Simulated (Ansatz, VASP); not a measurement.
**Ni8H (Ni(100)-(2x1)-H, hollow site): VASP beside Ansatz**

Wanted: the spread between two codes on one cell, functional and k mesh. The cell is taken from a series of runs on this material, whose earlier steps may have relaxed, scaled, displaced or heated it; both programs get it as it stands.

Program: Ansatz 0.2.0. Level of theory: plane waves, with VASP 6.6.1 beside it; single point at PBE with D3(BJ). Results are calculated unless marked as measured.

## Step 1: Starting point

The cell holds 9 atoms: 8 Ni and 1 H. Its edges and angles: a = 4.978 Å, b = 2.489 Å, c = 22.780 Å, α = 90.0°, β = 90.0°, γ = 90.0°. Vacuum lies along c.

## Step 2: Ansatz: single point, PBE with D3(BJ)

Ansatz runs on its default PAW (the set named soft_2) files.

With cell and atoms fixed, the geometry can't cause a difference; cores, projectors, grids and the points listed under the comparison can.

Input file input.yaml:

```yaml
crystal:
  lattice:
    - [4.9780317396, 0.0, 0.0]
    - [0.0, 2.4890158698, 0.0]
    - [0.0, 0.0, 22.78]
  atoms:
    - { symbol: Ni, position: [0.25, 0.5, 0.3731343284], spin: 0.7 }
    - { symbol: Ni, position: [0.75, 0.5, 0.3731343284], spin: 0.7 }
    - { symbol: Ni, position: [0.0, 0.0, 0.4503950834], spin: 0.7 }
    - { symbol: Ni, position: [0.5, 0.0, 0.4503950834], spin: 0.7 }
    - { symbol: Ni, position: [0.25, 0.5, 0.5254546558], spin: 0.7 }
    - { symbol: Ni, position: [0.75, 0.5, 0.5277271799], spin: 0.7 }
    - { symbol: Ni, position: [0.0021765854, 0.0, 0.6026394518], spin: 0.7 }
    - { symbol: Ni, position: [0.4978234146, 0.0, 0.6026394518], spin: 0.7 }
    - { symbol: H, position: [0.25, 0.5, 0.6260209832] }
magnetization:
  spin_polarized: true
kpoints:
  mp_grid: { grid: [12, 24, 1] }
hamiltonian:
  xc: pbe
  dispersion: d3bj
scf:
  occupations: { method: fermi_dirac, width: 0.05 }
  convergence: { dr2_threshold: 1.0e-09 }
  n_extra_bands: 20
efield:
  axis: 3
  dipole_correction: true
  ramp_position: 0.97
  ramp_width: 0.06
output:
  band_densities:
    - { e_range: [-0.05, 0] }
    - { e_range: [-0.4, 0] }
    - { e_range: [-1.2, 0] }
    - { e_range: [0, 0.05] }
    - { e_range: [0, 0.4] }
    - { e_range: [0, 1.2] }
    - { e_range: [-2.0, -1.8] }
    - { e_range: [-1.8, -1.6] }
    - { e_range: [-1.6, -1.4] }
    - { e_range: [-1.4, -1.2] }
    - { e_range: [-1.2, -1.0] }
    - { e_range: [-1.0, -0.8] }
    - { e_range: [-0.8, -0.6] }
    - { e_range: [-0.6, -0.4] }
    - { e_range: [-0.4, -0.2] }
    - { e_range: [-0.2, 0.0] }
    - { e_range: [0.0, 0.2] }
    - { e_range: [0.2, 0.4] }
    - { e_range: [0.4, 0.6] }
    - { e_range: [0.6, 0.8] }
    - { e_range: [0.8, 1.0] }
    - { e_range: [1.0, 1.2] }
    - { e_range: [1.2, 1.4] }
    - { e_range: [1.4, 1.6] }
    - { e_range: [1.6, 1.8] }
    - { e_range: [1.8, 2.0] }
  band_residual_tolerance: 0.0001
  dos: { projected: true, e_range: [-5, 4] }
  write_potential: true
  write_density: true
  volumetric_format: npy
basis:
  ecutwfc: "600 eV"
```

Run with:

```console
$ ansatz run input.yaml --threads 4 --pin off --max-ram 6144MiB --backend cpu --events-out ev --progress --plain --runs-dir out
```

Numbers of over 12 decimals in the logs are rounded to 6 here.

The program printed:

```text
scf.n_extra_bands = 20 over 73 filled bands (N_el = 145.0): the run solves 93 bands
Engine: ansatz 0.2.0, aarch64-unknown-linux-gnu
Pseudopotentials: kind: paw
Pseudopotential: Ni, paw, valence charge 18, recommended cutoff 420 eV (normal), Ni.paw.azcp
Pseudopotential: H, paw, valence charge 1, recommended cutoff 420 eV (normal), H.paw.azcp
Functional definition: PBE
  parameter kappa = 0.804
  parameter beta = 0.066725
  exchange = pbe_x(kappa = kappa, mu = beta*pi^2/3)
  correlation = pbe_c(beta = beta)
Crystal: 9 atoms, lattice volume = 282.253 Å³
Basis set: ecut = 600 eV, 9301 PW (Γ)
Bands: 93, of which v1, the nominal top of the filled ones, is band 73 counted from 1 (72 counted from 0)
Symmetry: 4 space group operations
k-points: 91 of 288
Non-local potential: Ni, projectors of the file, l = 0: 3, l = 1: 2, l = 2: 3, l = 3: 1
Non-local potential: H, projectors of the file, l = 0: 2, l = 1: 1
PAW form: soft (Blöchl's): semilocal exchange-correlation on the pseudo side does not see the compensation charge
PAW one-centre angular grid: Ni, 590 points (default); XC on 64 Gauss nodes
PAW one-centre angular grid: H, 110 points (default); XC on 64 Gauss nodes
Initial density: superposition of atomic densities (neutral atoms: chi_scale 0, normalization atom)
Starting moments: Σ|m| = 5.6 μB on 8 of 9 sites
Initial wavefunctions: pseudopotential atomic-orbital guess
Functional: x = pbe(κ = 0.804, μ = 0.219515), c = pbe(β = 0.066725)
SCF iter   1: F=—  HF=-46725.792795 eV  |F-HF|=—  |Δ(HF+E_count)|=         —  Δρ=3.44e-2 (↑1.89e-2 ↓3.44e-2)  dr2=7.04e0  dr2_m=1.30e0  M=6.604 μB ∫|m|=6.923 μB  β_m=1.00  ethr=3.10e-3  p=0.000 e·Å  D=1.05e-8 V/Å  ΔV_dip=-0.00 eV  dr2_dipole=6.24e-2  V_vac-E_F(+/−)=7.10/7.10 eV  ⟨swp⟩=9.3  Hψ=94140  notcnv=0  defer=742
Mixer restart at iter 1: flushing history
efield: sawtooth ramp at fractional position 0.9700 (set: `efield.ramp_position`, or a place that a band, a saddle search or an elastic batch's reference lends), width 0.0600; the density the first Hamiltonian is built on has a dipole p = 0.000 e·Å; the dipole correction subtracts the counter field D = 1.05e-8 V/Å, which shifts the + side's vacuum level by -0.00 eV against the − side's; the planar-averaged density in the ramp window peaks in size at 3.9e-7 e/Å³
preconditioner: auto → LDOS  [metal: Δε(μ)=0.001 eV  Ē_g=7.821 eV  σ=0.050 eV  W_gap=0.00  n_scr=46 (ndim 8)  ℏωp=19.9 eV  f_vac=0.618  D(μ)=15.16/eV (n_scr^D=152)]
spin=Collinear: LDOS preconditioning applied to the charge; magnetization (m = ρ↑ − ρ↓) channel mixes plain (no charge-response kernel on spin).
SCF iter   2: F=—  HF=-46726.611562 eV  |F-HF|=—  |Δ(HF+E_count)|=   8.19e-1  Δρ=1.29e-2 (↑1.06e-2 ↓1.29e-2)  dr2=1.34e0  dr2_m=3.15e-2  M=6.150 μB ∫|m|=6.748 μB  β_m=0.31  ethr=3.10e-3  p=-0.007 e·Å  D=-4.27e-3 V/Å  ΔV_dip=0.10 eV  dr2_dipole=6.39e-3  V_vac-E_F(+/−)=6.30/6.21 eV  ⟨swp⟩=2.9  Hψ=28465  notcnv=0  defer=1727
density mixer auto → msr1: a metal under ldos (density of states about μ 3.59 of a free-electron gas's, 46 screened modes)
SCF iter   3: F=—  HF=-46729.538320 eV  |F-HF|=—  |Δ(HF+E_count)|=    2.93e0  Δρ=9.64e-3 (↑5.30e-3 ↓9.64e-3)  dr2=3.61e-1  dr2_m=6.83e-2  M=5.913 μB ∫|m|=6.543 μB  β_m=0.50  ethr=9.23e-4  p=-0.005 e·Å  D=-3.17e-3 V/Å  ΔV_dip=0.07 eV  dr2_dipole=8.06e-4  V_vac-E_F(+/−)=5.87/5.80 eV  ⟨swp⟩=3.0  Hψ=27317  notcnv=0  defer=1732
SCF iter   4: F=—  HF=-46732.567002 eV  |F-HF|=—  |Δ(HF+E_count)|=    3.03e0  Δρ=1.25e-2 (↑3.77e-3 ↓1.25e-2)  dr2=3.56e-1  dr2_m=8.87e-2  M=5.375 μB ∫|m|=6.065 μB  β_m=0.75  ethr=2.49e-4  p=-0.003 e·Å  D=-1.66e-3 V/Å  ΔV_dip=0.04 eV  dr2_dipole=5.01e-4  V_vac-E_F(+/−)=5.36/5.33 eV  ⟨swp⟩=3.2  Hψ=30154  notcnv=0  defer=1798
SCF iter   5: F=—  HF=-46733.456252 eV  |F-HF|=—  |Δ(HF+E_count)|=   8.89e-1  Δρ=4.32e-3 (↑2.22e-3 ↓4.32e-3)  dr2=6.98e-2  dr2_m=5.78e-3  M=5.041 μB ∫|m|=5.724 μB  β_m=0.79  ethr=2.46e-4  p=-0.002 e·Å  D=-1.22e-3 V/Å  ΔV_dip=0.03 eV  dr2_dipole=3.42e-4  V_vac-E_F(+/−)=5.04/5.02 eV  ⟨swp⟩=3.5  Hψ=34169  notcnv=0  defer=1802
SCF iter   6: F=—  HF=-46733.459002 eV  |F-HF|=—  |Δ(HF+E_count)|=   2.75e-3  Δρ=4.52e-3 (↑2.10e-3 ↓4.52e-3)  dr2=7.30e-2  dr2_m=5.29e-3  M=5.006 μB ∫|m|=5.703 μB  β_m=0.70  ethr=4.81e-5  p=-0.002 e·Å  D=-1.16e-3 V/Å  ΔV_dip=0.03 eV  dr2_dipole=3.49e-4  V_vac-E_F(+/−)=5.06/5.04 eV  ⟨swp⟩=2.3  Hψ=31641  notcnv=0  defer=1925
SCF iter   7: F=—  HF=-46733.452846 eV  |F-HF|=—  |Δ(HF+E_count)|=   6.16e-3  Δρ=1.04e-3 (↑4.45e-4 ↓1.04e-3)  dr2=2.72e-3  dr2_m=8.33e-4  M=5.000 μB ∫|m|=5.702 μB  β_m=0.78  ethr=4.81e-5  p=-0.004 e·Å  D=-2.35e-3 V/Å  ΔV_dip=0.05 eV  dr2_dipole=1.18e-6  V_vac-E_F(+/−)=4.99/4.94 eV  ⟨swp⟩=2.0  Hψ=25102  notcnv=0  defer=1925
[...]
SCF converged after 18 iterations
the last check of whether an eigenvalue changes by more than its tolerance under the output density was not made (no_room)
Magnetization: 4.9990 μB (74.9995 up, 70.0005 down)
Absolute magnetization: 5.7152 μB (∫|ρ↑−ρ↓|, with the PAW one-centre terms)
Spin contamination: 0.0712 ħ² per cell (⟨S²⟩ above its minimum at these occupations)
Per-site moments (μB) at R_I (Å): [(0.760571, 1.026719), (0.751244, 1.026719), (0.709920, 1.012199), (0.709920, 1.012199), (0.735112, 0.944997), (0.663132, 1.013511), (0.474756, 0.755500), (0.474756, 0.755500), (-0.0083631, 0.755500)]
Free energy (F): -46733.452556 eV
Harris-Foulkes:  -46733.452556 eV  (|F-HF|=8.95e-10)
Internal energy: -46733.341450 eV  (E = F + TS)
E sigma→0 (E₀):  -46733.397003 eV
Entropy (-TS):   -0.111106 eV (-12.345 meV/atom)
Fermi energy:    2.323014 eV
Dipole field:    D = -0.002978 V/Å  (p = -0.004645 e·Å, saw-weighted, corrected)
Work function:   Φ+ = 4.9682 eV   Φ− = 4.9004 eV
Levels:          The Fermi level and band energies are counted from a zero that moves with the ramp; work functions are not
--- Per-component energies (eV) ---
  E_band       = -4534.065052
  E_kinetic    = 2267.456504
  E_local      = -312604.535189  (includes V_loc(G=0)·N_el)
  E_nonlocal   = 5107.081573
  E_hartree    = 152904.094887
  E_xc         = -681.037574
  E_vxc        = -877.691789  (∫ρ·V_xc dr)
  E_paw        = -13055.358812  (= ΣΔE_a)
  E_vpaw       = -4234.461451  (= ΣTr[D̂ρ^β])
  E_aug_tail   = 0.000838  (compensation charges beyond the density's cutoff)
  E_efield     = 0.000007  (sawtooth field / dipole correction)
  E_vefield    = -0.106810  (∫n·V_field dr)
  E_ewald      = 119331.674755
  E_disp       = -2.718439  (pairwise vdW)
  E_smearing   = -0.111106  (= −TS)
  E_closure    = 0.000000  (closes the sum)
  Σ components = -46733.452556   (vs F -46733.452556, Δ=0.00e0)
--- Band table (eV; the first three rows and the last of 182) ---
  k-point 0 ↑: bands = [... 69 lower, 1.6795, 1.6952, 1.7533, 1.7589, 1.7973, 1.7998, 1.8317, 2.5570, ... 16 higher]
  k-point 1 ↑: bands = [... 69 lower, 1.6243, 1.6708, 1.6920, 1.7143, 1.7947, 1.8302, 1.9190, 2.6746, ... 16 higher]
  k-point 2 ↑: bands = [... 69 lower, 1.5910, 1.6126, 1.6276, 1.6464, 1.7664, 1.8378, 2.1708, 2.9603, ... 16 higher]
  k-point 90 ↓: bands = [... 69 lower, 2.5411, 2.5630, 2.5982, 3.5755, 4.5182, 4.5211, 4.6036, 4.9524, ... 16 higher]
--- Band densities, each state counted as filled ---
  window                                       electrons  max residual (eV)  cut levels
  e_range: [-0.05, 0]                0.062500 + 0.447917             5.2e-6           0
  e_range: [-0.4, 0]                 0.854167 + 4.989583             5.2e-6           0
  e_range: [-1.2, 0]               12.361111 + 14.260417             5.2e-6           0
  e_range: [0, 0.05]                 0.076389 + 0.524306             5.9e-6           0
  e_range: [0, 0.4]                  0.600694 + 4.520833             1.0e-5           0
  e_range: [0, 1.2]                  1.694444 + 6.142361             4.9e-5           0
  e_range: [-2, -1.8]                1.868056 + 1.454861             3.0e-6           0
  e_range: [-1.8, -1.6]              2.079861 + 2.170139             3.0e-6           0
  e_range: [-1.6, -1.4]              2.243056 + 3.045139             3.0e-6           0
  e_range: [-1.4, -1.2]              2.336806 + 1.531250             3.0e-6           0
  e_range: [-1.2, -1]                2.836806 + 1.812500             3.1e-6           0
  e_range: [-1, -0.8]                3.083333 + 2.534722             2.9e-6           0
  e_range: [-0.8, -0.6]              3.291667 + 2.333333             3.0e-6           0
  e_range: [-0.6, -0.4]              2.295139 + 2.590278             3.1e-6           0
  e_range: [-0.4, -0.2]              0.475694 + 2.291667             3.0e-6           0
  e_range: [-0.2, 0]                 0.378472 + 2.697917             5.2e-6           0
  e_range: [0, 0.2]                  0.263889 + 2.375000             9.7e-6           0
  e_range: [0.2, 0.4]                0.336806 + 2.145833             1.0e-5           0
  e_range: [0.4, 0.6]                0.312500 + 0.534722             4.9e-5           0
  e_range: [0.6, 0.8]                0.222222 + 0.392361             4.4e-5           0
  e_range: [0.8, 1]                  0.288194 + 0.430556             4.5e-5           0
  e_range: [1, 1.2]                  0.270833 + 0.263889             4.9e-5           0
  e_range: [1.2, 1.4]                0.201389 + 0.315972             4.6e-5           0
  e_range: [1.4, 1.6]                0.187500 + 0.243056             3.8e-5           0
  e_range: [1.6, 1.8]                0.298611 + 0.274306             3.5e-5           0
  e_range: [1.8, 2]                  0.218750 + 0.211806             3.4e-5           0
```

In the SCF lines HF is the Harris–Foulkes energy and dr2 the Hartree energy of the density residual, in eV; the loop may stop once dr2 is under the threshold and the program's other checks hold. Hψ counts applications of the Hamiltonian.

(Continued in part 2 of 2.)

[Lines on the potential files, build, host, timing and source positions are cut from VASP's logs without a mark.]

[Logs are printed without paths, hosts, clocks, repeated set-up lines and the standing remarks that a program may print on its own settings, such as how far it seeks lower states.]

[Hosts, paths, dates, database ids (printed as entryN), source tags and the programs' standing remarks are cut or masked in the printed files.]
